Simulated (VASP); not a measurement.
Given:

```
CELL_PARAMETERS angstrom
      0.00000     4.14136     4.14136
      4.14136     0.00000     4.14136
      4.14136     4.14136     0.00000
ATOMIC_POSITIONS crystal
  Rb 0.25000 0.25000 0.25000
  Rb 0.75000 0.75000 0.75000
  Te 0.00000 0.00000 0.00000
```

Computed with LDA (Ceperley-Alder, Perdew-Zunger), VASP's LDA PAW potentials (set 64) (plane waves; VASP). Run with 400 eV cut-off, 4×4×4 Γ-centred mesh, Gaussian smearing of 0.050 eV, potentials Rb_sv Te.

Unless said otherwise, spin-orbit coupling is left out, though it shifts the bands of the heavy elements here.

Problem. Estimate the energy per atom (σ→0), band gap (on the k-mesh) with the smallest direct gap where there is one.

Solution. 
band gap (on the k-mesh): 1.81 eV
smallest direct gap (on the k-mesh): 2.12 eV
energy per atom (σ→0): -2.993 eV/atom

Only differences to runs with the same potentials and settings are physical.

The structure comes from a computed database's Rb2Te entry (Fm-3m); how it stands against other phases isn't given here. It was relaxed first, which changed the volume by -9 %. The start is the result of an earlier pass.
